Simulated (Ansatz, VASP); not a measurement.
# Te (Tellurium): VASP beside Ansatz

Wanted: the spread between two codes on one cell, functional and k mesh. Valence electrons are named where the data sets of a main pair hold unlike numbers.

Main program and level: Ansatz 0.2.0; plane waves, with VASP 6.6.1 beside it; band structure at LDA, band structure at PBEsol and band structure at r2SCAN.

The database entry behind the starting cell differs from later determinations by our own check (inner coordinate of an old entry), so it need not match the best structure at ambient conditions.

**1. Starting point**

It takes space group P3_121 (No. 152, trigonal). Conventional cell: a = 4.454 Å, b = 4.454 Å, c = 5.924 Å, α = 90.00°, β = 90.00°, γ = 120.00°. Te has 2 Te at 2.86 Å nearest.

As a file:

```
Te
1.0
     4.45400    0.00000    0.00000
    -2.22700    3.85728    0.00000
     0.00000    0.00000    5.92400
Te
3
Direct
  0.26900 0.00000 0.33333
  0.00000 0.26900 0.66667
  0.73100 0.73100 0.00000
```

**2. VASP: band structure, LDA**

Levels along a path test the potential and the projectors away from the mesh points.

Lines of VASP's logs that name or quote its potential files are left out, and so is its time.

Input file INCAR:

```
SYSTEM = Te
PREC = Accurate
ENCUT = 400
EDIFF = 1E-06
NELM = 100
ISMEAR = 0
SIGMA = 0.02
LREAL = .FALSE.
ALGO = Normal
GGA = CA
NBANDS = 22
LORBIT = 11
LWAVE = .FALSE.
LCHARG = .FALSE.
KPAR = 4
```

Input file POSCAR:

```
Te
1.0
    4.4540000000      0.0000000000      0.0000000000
   -2.2270000000      3.8572771485      0.0000000000
    0.0000000000      0.0000000000      5.9240000000
Te
3
Direct
    0.2690000000      0.0000000000      0.3333333333
    0.0000000000      0.2690000000      0.6666666667
    0.7310000000      0.7310000000      0.0000000000
```

Input file KPOINTS:

```
Automatic mesh
0
Gamma
4 4 3
0 0 0
```

Input file KPOINTS_OPT:

```
Line mode
16
Line-mode
Reciprocal
  0.00000000   0.00000000   0.00000000 GAMMA
  0.50000000   0.00000000   0.00000000 M

  0.50000000   0.00000000   0.00000000 M
  0.33333333   0.33333333   0.00000000 K

  0.33333333   0.33333333   0.00000000 K
  0.00000000   0.00000000   0.00000000 GAMMA

  0.00000000   0.00000000   0.00000000 GAMMA
  0.00000000   0.00000000   0.50000000 A

  0.00000000   0.00000000   0.50000000 A
  0.50000000   0.00000000   0.50000000 L

  0.50000000   0.00000000   0.50000000 L
  0.33333333   0.33333333   0.50000000 H

  0.33333333   0.33333333   0.50000000 H
  0.00000000   0.00000000   0.50000000 A

  0.50000000   0.00000000   0.50000000 L
  0.50000000   0.00000000   0.00000000 M

  0.33333333   0.33333333   0.00000000 K
  0.33333333   0.33333333   0.50000000 H
```

Potentials, in the order of the species: Te (PBE family, release 64).

On the command line:

```console
mpirun -np 4 vasp_std
```

Numbers of over 12 decimals in the logs are rounded to 6 here.

The program printed:

```text
[banner, memory and clock lines left out]
running    4 mpi-ranks, on    1 nodes
 distrk:  each k-point on    1 cores,    4 groups
 distr:  one band on    1 cores,    1 groups

 POSCAR found type information on POSCAR Te
 POSCAR found :  1 types and       3 ions
|                                                                             |
|               ----> ADVICE to this user running VASP <----                  |
|                                                                             |
|     You enforced a specific xc type in the INCAR file but a different       |
|     [... a line on the potential file left out ...]
|     I HOPE YOU KNOW WHAT YOU ARE DOING!                                     |
|                                                                             |

 LDA part: xc-table for (Slater(with rela. corr.)+CA(PZ))
 , standard interpolation
 POSCAR, INCAR and KPOINTS ok, starting setup
 FFT: planning ... GRIDC
 FFT: planning ... GRID_SOFT
 FFT: planning ... GRID
 WAVECAR not read
 entering main loop
       N       E                     dE             d eps       ncg     rms          rms(c)
DAV:   1     0.567006580419E+02    0.56701E+02   -0.52969E+03   396   0.524E+02
DAV:   2    -0.725262953235E+01   -0.63953E+02   -0.60774E+02   514   0.103E+02
DAV:   3    -0.113235370952E+02   -0.40709E+01   -0.40313E+01   474   0.262E+01
DAV:   4    -0.113971548641E+02   -0.73618E-01   -0.73603E-01   496   0.412E+00
DAV:   5    -0.113986665218E+02   -0.15117E-02   -0.15116E-02   500   0.535E-01    0.121E+01
DAV:   6    -0.113602277833E+02    0.38439E-01   -0.15753E-02   456   0.579E-01    0.762E+00
DAV:   7    -0.113465799372E+02    0.13648E-01   -0.37743E-02   486   0.821E-01    0.302E-01
DAV:   8    -0.113456328999E+02    0.94704E-03   -0.65279E-03   450   0.355E-01    0.131E-01
DAV:   9    -0.113456483884E+02   -0.15489E-04   -0.19034E-04   486   0.653E-02    0.999E-02
DAV:  10    -0.113456498831E+02   -0.14947E-05   -0.12071E-05   464   0.187E-02    0.327E-02
DAV:  11    -0.113456461548E+02    0.37283E-05   -0.60890E-06   450   0.119E-02    0.638E-03
DAV:  12    -0.113456460377E+02    0.11706E-06   -0.78365E-07   264   0.415E-03
   1 F= -.11345646E+02 E0= -.11345646E+02  d E =-.114768E-22
 Start KPOINTS_OPT (optional k-point list driver)
k-point batch [1-9\144]
       N       E                     dE             ncg
DAV:   1     0.695993521387E+03   -0.33021E+02      396
DAV:   2     0.102088933741E+03   -0.59390E+03      502
DAV:   3     0.608673197359E+02   -0.41222E+02      444
DAV:   4     0.601707247003E+02   -0.69660E+00      456
DAV:   5     0.601548012903E+02   -0.15923E-01      482
DAV:   6     0.601541696583E+02   -0.63163E-03      502
DAV:   7     0.601541679863E+02   -0.16721E-05      478
DAV:   8     0.601541679630E+02   -0.23238E-07      336
[...]
k-point batch [136-144\144]
       N       E                     dE             ncg
DAV:   1     0.593677899109E+03   -0.37352E+04      396
DAV:   2     0.269971036264E+02   -0.56668E+03      526
DAV:   3    -0.511861406344E+01   -0.32116E+02      492
DAV:   4    -0.570359323027E+01   -0.58498E+00      524
DAV:   5    -0.571538627172E+01   -0.11793E-01      504
DAV:   6    -0.571591322133E+01   -0.52695E-03      552
DAV:   7    -0.571592521152E+01   -0.11990E-04      480
DAV:   8    -0.571592580387E+01   -0.59235E-06      400
```

Parts of OUTCAR (step 2):

```text
ion  position               nearest neighbor table
   1  0.269  0.000  0.333-   3 2.86   2 2.86   3 3.47   3 3.47   2 3.47   2 3.47
   2  0.000  0.269  0.667-   3 2.86   1 2.86   3 3.47   3 3.47   1 3.47   1 3.47
   3  0.731  0.731  0.000-   1 2.86   2 2.86   1 3.47   2 3.47   2 3.47   1 3.47

  LATTYP: Found a hexagonal cell.
 ALAT       =     4.4540000000
 C/A-ratio  =     1.3300404131

 Subroutine GETGRP returns: Found  6 space group operations
 (whereof  2 operations were pure point group operations)

The static configuration has the point symmetry C_2 .
 The point group associated with its full space group is D_3 .

 Found      9 irreducible k-points:

   k-points           NKPTS =      9   k-points in BZ     NKDIM =      9   number of bands    NBANDS=     22

   dimension x,y,z NGX =    30 NGY =   30 NGZ =   40
   dimension x,y,z NGXF=    60 NGYF=   60 NGZF=   80

   ENCUT  =  400.0 eV  29.40 Ry    5.42 a.u.   7.26  7.26  9.66*2*pi/ulx,y,z

   NELECT =      18.0000    total number of electrons

 k-points in reciprocal lattice and weights: Automatic mesh
   0.00000000  0.00000000  0.00000000       0.021
   0.25000000  0.00000000  0.00000000       0.125
   0.50000000  0.00000000  0.00000000       0.062
   0.25000000  0.25000000  0.00000000       0.125
   0.00000000  0.00000000  0.33333333       0.042
   0.25000000  0.00000000  0.33333333       0.125
   0.00000000  0.25000000  0.33333333       0.125
   0.50000000  0.00000000  0.33333333       0.125
   0.25000000  0.25000000  0.33333333       0.250

 average (electrostatic) potential at core
       1 -88.8238       2 -88.8238       3 -88.8238

 E-fermi :   5.5648

 k-point     1 :       0.0000    0.0000    0.0000
  band No.  band energies     occupation
    ...
      5       2.9290      2.00000
      6       2.9290      2.00000
      7       4.0099      2.00000
      8       4.0099      2.00000
      9       4.8535      2.00000
     10       6.6649      0.00000
     11       6.6649      0.00000
     12       7.2568      0.00000
     13      10.5945      0.00000
     14      10.5945      0.00000
    ...

 k-point     2 :       0.2500    0.0000    0.0000
  band No.  band energies     occupation
    ...
      5       1.7944      2.00000
      6       2.2952      2.00000
      7       4.1297      2.00000
      8       4.7084      2.00000
      9       4.8845      2.00000
     10       6.4930      0.00000
     11       6.7050      0.00000
     12       7.5590      0.00000
     13       9.3965      0.00000
     14      10.9045      0.00000
    ...

 k-point     3 :       0.5000    0.0000    0.0000
  band No.  band energies     occupation
    ...
      5       1.2595      2.00000
      6       2.0906      2.00000
      7       2.1456      2.00000
      8       4.6572      2.00000
      9       4.8828      2.00000
     10       6.4916      0.00000
     11       6.5506      0.00000
     12       8.5442      0.00000
     13       9.3852      0.00000
     14      12.9397      0.00000
    ...

  Total       -0.9224085     -0.9224085     -1.0516361      0.0000000     -0.0000000      0.0000000
  in kB      -14.5207078    -14.5207078    -16.5550292      0.0000000     -0.0000000      0.0000000
  external PRESSURE =     -15.1988149 kB  Pullay stress =       0.0000000 kB

  energy-cutoff  :      400.00
  volume of cell :      101.78
      direct lattice vectors                 reciprocal lattice vectors
     4.454000000  0.000000000  0.000000000     0.224517288  0.129625117  0.000000000
    -2.227000000  3.857277149  0.000000000     0.000000000  0.259250233  0.000000000
     0.000000000  0.000000000  5.924000000     0.000000000  0.000000000  0.168804862

 POSITION                                       TOTAL-FORCE (eV/Angst)
 -----------------------------------------------------------------------------------
      1.19813      0.00000      1.97467         0.102250     -0.000000      0.000000
     -0.59906      1.03761      3.94933        -0.051125      0.088551     -0.000000
      1.62794      2.81967      0.00000        -0.051125     -0.088551     -0.000000
 -----------------------------------------------------------------------------------
    total drift:                               -0.000001     -0.000001      0.000000

  FREE ENERGIE OF THE ION-ELECTRON SYSTEM (eV)
  ---------------------------------------------------
  free  energy   TOTEN  =       -11.3456460377 eV

  energy  without entropy=      -11.3456460377  energy(sigma->0) =      -11.34564604

 total charge
# of ion       s       p       d       tot
------------------------------------------
    1        1.442   1.813   0.042   3.297
    2        1.442   1.813   0.042   3.297
    3        1.442   1.813   0.042   3.297
--------------------------------------------------
tot          4.326   5.438   0.127   9.891

[... 3 further parts left out ...]
```

Spin-orbit coupling is off here; with elements this heavy it splits and shifts levels by tenths of an eV or more. The PAW data sets were made with PBE, though LDA sets exist; pressures can shift by 1 GPa and more with it.

**3. Ansatz: band structure, LDA**

Ansatz runs on its default PAW (the set named soft_2) files.

The same cell, functional (in two slightly different forms), mesh and smearing now go to Ansatz, which takes its cutoff from its data sets.

Input file input.yaml:

```yaml
crystal:
  lattice:
    - [4.454, 0.0, 0.0]
    - [-2.227, 3.8572771485, 0.0]
    - [0.0, 0.0, 5.924]
  atoms:
    - { symbol: Te, position: [0.269, 0.0, 0.3333333333] }
    - { symbol: Te, position: [0.0, 0.269, 0.6666666667] }
    - { symbol: Te, position: [0.731, 0.731, 0.0] }
hamiltonian:
  xc: lda
  pseudopotentials: { kind: paw }
kpoints:
  mp_grid: { grid: [4, 4, 3] }
  band_path:
    path:
      - [0.0, 0.0, 0.0]
      - [0.13333, 0.0, 0.0]
      - [0.3, 0.0, 0.0]
      - [0.46667, 0.0, 0.0]
      - [0.46667, 0.06667, 0.0]
      - [0.41111, 0.17778, 0.0]
      - [0.35556, 0.28889, 0.0]
      - [0.28889, 0.28889, 0.0]
      - [0.17778, 0.17778, 0.0]
      - [0.06667, 0.06667, 0.0]
      - [0.0, 0.0, 0.03333]
      - [0.0, 0.0, 0.2]
      - [0.0, 0.0, 0.36667]
      - [0.0, 0.0, 0.5]
      - [0.16667, 0.0, 0.5]
      - [0.3, 0.0, 0.5]
      - [0.46667, 0.0, 0.5]
      - [0.46667, 0.06667, 0.5]
      - [0.41111, 0.17778, 0.5]
      - [0.35556, 0.28889, 0.5]
      - [0.33333, 0.33333, 0.5]
      - [0.28889, 0.28889, 0.5]
      - [0.17778, 0.17778, 0.5]
      - [0.06667, 0.06667, 0.5]
      - [0.5, 0.0, 0.46667]
      - [0.5, 0.0, 0.3]
      - [0.5, 0.0, 0.13333]
      - [0.33333, 0.33333, 0.0]
      - [0.33333, 0.33333, 0.16667]
      - [0.33333, 0.33333, 0.33333]
      - [0.33333, 0.33333, 0.46667]
      - [0.33333, 0.33333, 0.5]
    npoints: 1
scf:
  occupations: { method: gaussian, width: 0.02 }
  n_extra_bands: 7
output:
  forces: true
  stress: true
  eigenvalues: true
```

On the command line:

```console
ansatz run input.yaml --threads 2 --pin off --max-ram 4608MiB --backend cpu --events-out ev --progress --plain --runs-dir out
```

The program printed:

```text
scf.n_extra_bands = 7 over 24 filled bands (N_el = 48.0): the run solves 31 bands
Engine: ansatz 0.2.0, x86_64-unknown-linux-gnu
Pseudopotentials: kind: paw
Pseudopotential: Te, paw, valence charge 16, recommended cutoff 420 eV (normal), Te.paw.azcp
Functional definition: SPW92
  exchange = slater_x
  correlation = pw_c
Crystal: 3 atoms, lattice volume = 101.776 Å³
Basis set: ecut = 420 eV, 1993 PW (Γ)
Bands: 31, of which v1, the nominal top of the filled ones, is band 24 counted from 1 (23 counted from 0)
Symmetry: 6 space group operations
Space group: P3121 (ITA 152), of the structure as read, at distance tolerance 4.7e-5 Å
k-points: 9 of 48 (time reversal used)
Non-local potential: Te, projectors of the file, l = 0: 2, l = 1: 2, l = 2: 2, l = 3: 2
PAW form: soft (Blöchl's): semilocal exchange-correlation on the pseudo side does not see the compensation charge
PAW frozen core: Te, regenerated for the run's functional, and the local potential with it (the file was generated under x = pbe(κ = 0.804, μ = 0.219515), c = pbe(β = 0.066725))
PAW one-centre angular grid: Te, 590 points (default); XC on 64 Gauss nodes
Initial density: superposition of atomic densities (neutral atoms: chi_scale 0, normalization atom), corrected by the library's trained network
Initial wavefunctions: pseudopotential atomic-orbital guess
Functional: x = slater, c = lda
SCF iter   1: F=—  HF=-20481.503674 eV  |F-HF|=—  |Δ(HF+E_count)|=         —  Δρ=4.17e-3  dr2=6.73e-3  ethr=1.77e-3  ⟨swp⟩=8.1  Hψ=1349  notcnv=0  defer=1
preconditioner: auto → Resta (q_TF=auto, 2.407 Å⁻¹)  ε∞=3.5  [insulator: Δε(μ)=0.749 eV  Ē_g=9.852 eV  σ=0.020 eV  W_gap=1.00  n_scr=22 (ndim 8)  ℏωp=15.6 eV  f_vac=0.027  D(μ)=0.00/eV (n_scr^D=0)  ε∞_Penn≈3.5]
SCF iter   2: F=—  HF=-20481.498756 eV  |F-HF|=—  |Δ(HF+E_count)|=   4.92e-3  Δρ=2.30e-3  dr2=2.16e-3  ethr=1.40e-5  ⟨swp⟩=2.1  Hψ=462  notcnv=0  defer=15
SCF iter   3: F=—  HF=-20481.498070 eV  |F-HF|=—  |Δ(HF+E_count)|=   6.86e-4  Δρ=4.00e-4  dr2=1.80e-4  ethr=4.49e-6  ⟨swp⟩=2.0  Hψ=497  notcnv=0  defer=15
SCF iter   4: F=—  HF=-20481.497968 eV  |F-HF|=—  |Δ(HF+E_count)|=   1.02e-4  Δρ=1.28e-4  dr2=1.83e-5  ethr=3.74e-7  ⟨swp⟩=2.0  Hψ=474  notcnv=0  defer=15
SCF iter   5: F=—  HF=-20481.497971 eV  |F-HF|=—  |Δ(HF+E_count)|=   2.26e-6  Δρ=2.06e-5  dr2=5.54e-7  ethr=3.81e-8  ⟨swp⟩=2.4  Hψ=474  notcnv=0  defer=15
SCF iter   6: F=-20481.497971 eV  HF=-20481.497971 eV  |F-HF|=1.03e-8  |Δ(HF+E_count)|=   1.52e-7  Δρ=8.86e-6  dr2=7.97e-8  ethr=2.08e-10  ⟨swp⟩=9.9  Hψ=1297  notcnv=0
SCF 1 converged in 6 iterations: F = -20481.497971 eV  dr2 = 7.97e-8
  greatest PAW one-centre occupation: 0.999 electrons in one spin orbital (limit 2), on the Te atom at site 2 (counted from 0), in its partial waves of l = 2
NSCF: frozen V_eff on 32 k-points
SCF converged after 6 iterations
Free energy (F): -20481.497971 eV
Harris-Foulkes:  -20481.497971 eV  (|F-HF|=1.03e-8)
Internal energy: -20481.497971 eV  (E = F + TS)
E sigma→0 (E₀):  -20481.497971 eV
Fermi energy:    8.570247 eV
--- Per-component energies (eV) ---
  E_band       = -809.456261
  E_kinetic    = 543.792129
  E_local      = -3845.731820  (includes V_loc(G=0)·N_el)
  E_nonlocal   = -914.807348
  E_hartree    = 2433.527942
  E_xc         = -370.996516
  E_vxc        = -313.728433  (∫ρ·V_xc dr)
  E_paw        = -13529.023628  (= ΣΔE_a)
  E_vpaw       = -1146.029882  (= ΣTr[D̂ρ^β])
  E_aug_tail   = -0.000588  (compensation charges beyond the density's cutoff)
  E_ewald      = -4800.294125
  E_core_change = 2.035984  (= ΣΔE_core)
  E_smearing   = -0.000000  (= −TS)
  E_closure    = -0.000000  (closes the sum)
  Σ components = -20481.497971   (vs F -20481.497971, Δ=0.00e0)
--- Forces (eV/Å), atoms counted from 1 ---
  atom   1  Te     0.04519055     0.00000000     0.00000000
  atom   2  Te    -0.02259527     0.03913616     0.00000000
  atom   3  Te    -0.02259527    -0.03913616     0.00000000
  max |Σ_I F_I| component: 3.47e-18 eV/Å
--- Stress (GPa, compression-positive) ---
       -1.704018       0.000000       0.000000
        0.000000      -1.704018       0.000000
        0.000000       0.000000      -2.086155
  P = ⅓ Tr σ = -1.8314 GPa (-18.314 kbar)
--- Band table (eV; the first three rows and the last of 9) ---
  k-point 0: bands = [... 20 lower, 5.6952, 6.7938, 6.7938, 7.6300, 9.4414, 9.4414, 10.0267, 13.4286, ... 3 higher]
  k-point 1: bands = [... 20 lower, 5.9384, 7.0768, 7.1559, 7.5851, 8.9432, 9.0356, 9.2236, 12.6571, ... 3 higher]
  k-point 2: bands = [... 20 lower, 5.0826, 6.9126, 7.4818, 7.6631, 9.2675, 9.4768, 10.3182, 12.2147, ... 3 higher]
  k-point 8: bands = [... 20 lower, 4.3957, 6.0873, 7.4864, 8.1964, 9.1611, 9.9946, 11.0750, 13.2277, ... 3 higher]
```

It took 2.1 s on 2 threads of Intel Xeon Platinum 8375C at 2.90GHz (Ice Lake), shared host; peak memory 0.47 GiB.

**4. Side by side**

Known differences besides the potentials themselves: the two LDA forms differ slightly; the data sets hold 48 valence electrons in Ansatz (on its default PAW (the set named soft_2) files) and 18 in VASP; the cutoff is 420 eV in Ansatz and 400 eV in VASP; Ansatz makes its cores anew for this functional, VASP keeps those of its PBE data sets; VASP's log shows a relativistic correction to its local exchange, Ansatz's none. Total energies have different zeros and are not compared.

Compared:

```csv
quantity,Ansatz,VASP,difference
pressure (GPa),-1.83,-1.52,-0.31
gap over the path points (eV),0.098,0.077,+0.021
```

Forces (eV/Å; atoms numbered as in POSCAR):

```csv
atom,"Ansatz x, y, z","VASP x, y, z"
Te1,"0.045, 0.000, 0.000","0.102, 0.000, 0.000"
Te2,"-0.023, 0.039, 0.000","-0.051, 0.089, 0.000"
Te3,"-0.023, -0.039, 0.000","-0.051, -0.089, 0.000"
```

Levels at points of the path, from each program's valence-band top (eV; 4 filled, then empty):

```csv
k (reciprocal lattice),Ansatz,VASP
0.000 0.000 0.000,-2.79 -1.70 -1.70 -0.86 0.95 0.95 1.54,-2.80 -1.72 -1.72 -0.87 0.94 0.94 1.53
0.133 0.000 0.000,-3.02 -1.36 -1.03 -0.67 0.65 0.87 1.40,-3.04 -1.37 -1.05 -0.68 0.64 0.85 1.39
0.300 0.000 0.000,-3.54 -2.07 -0.98 -0.82 0.77 0.96 2.35,-3.57 -2.10 -0.99 -0.84 0.76 0.95 2.35
0.467 0.000 0.000,-3.68 -3.43 -1.04 -0.83 0.77 0.84 2.89,-3.70 -3.46 -1.07 -0.84 0.76 0.83 2.83
0.467 0.067 0.000,-3.59 -3.53 -1.25 -1.10 0.98 1.13 3.02,-3.61 -3.56 -1.27 -1.12 0.97 1.12 2.96
0.411 0.178 0.000,-3.45 -3.39 -2.04 -1.99 1.81 2.13 3.42,-3.47 -3.42 -2.06 -2.02 1.79 2.12 3.43
0.356 0.289 0.000,-3.19 -3.18 -2.81 -2.65 2.63 2.82 3.12,-3.21 -3.21 -2.83 -2.68 2.62 2.82 3.13
0.289 0.289 0.000,-3.32 -2.95 -2.70 -2.54 2.48 2.79 2.98,-3.34 -2.98 -2.71 -2.57 2.47 2.79 2.98
0.178 0.178 0.000,-3.08 -1.97 -1.52 -1.51 1.58 1.61 1.91,-3.10 -1.99 -1.54 -1.54 1.57 1.61 1.91
0.067 0.067 0.000,-2.84 -1.56 -1.00 -0.67 0.62 0.88 1.44,-2.85 -1.58 -1.01 -0.68 0.61 0.87 1.43
```

The forces differ by 33 meV/Å r.m.s., which is 55.8 % of the r.m.s. force of 0.059 eV/Å (both taken over all components). Among the levels compared at these points, filled levels agree within 36 meV and empty ones within 53 meV.

**5. What the set-up changes**

Further runs change the set-up of one program: Ansatz's method, potentials or start, or VASP's data sets, cutoff or form of LDA. The table gives Ansatz less VASP for each quantity, since a change that brings one quantity closer may part another.

```csv
run,r.m.s. force difference (meV/Å),pressure (GPa),gap over the path points (eV)
as above,33,-0.31,0.021
cores kept as stored,32,-0.30,0.021
Ansatz's larger PAW set (cutoff 430 eV),34,-0.30,0.023
norm-conserving potentials (cutoff 1120 eV),31,-0.36,0.012
```

(Part 1 of 2 ends here.)

[Lines on the potential files, build, host, timing and source positions are cut from VASP's logs without a mark.]

[Logs are printed without paths, hosts, clocks, repeated set-up lines and the standing remarks that a program may print on its own settings, such as how far it seeks lower states.]

[Hosts, paths, dates, database ids (printed as entryN), source tags and the programs' standing remarks are cut or masked in the printed files.]
